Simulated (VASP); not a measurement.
```
CsBr
1.0
    4.38646     0.00000     0.00000
    0.00000     4.38646     0.00000
    0.00000     0.00000     4.38646
Cs Br
1 1
Direct
  0.00000   0.00000   0.00000
  0.50000   0.50000   0.50000
```

The numbers are results of PBE GGA, VASP's PBE PAW potentials (set 64) (plane waves; VASP), not measurements. Numerical set-up: 500 eV cut-off, 6×6×6 Γ-centred mesh, Gaussian smearing of 0.050 eV, potentials Cs_sv Br.

Unless said otherwise, spin-orbit coupling is left out, though it shifts the bands of the heavy elements here.

Estimate the energy per atom (σ→0), band gap (on the k-mesh) with the smallest direct gap where there is one.

The band gap (on the k-mesh) is 4.25 eV. The smallest direct gap (on the k-mesh) comes out as 4.27 eV and the energy per atom (σ→0) is -3.012 eV/atom.

The absolute energy has meaning only against runs of the same code, potentials and settings.

The compound is CsBr in the CsCl type structure. It was relaxed first, which changed the volume by +7 %.
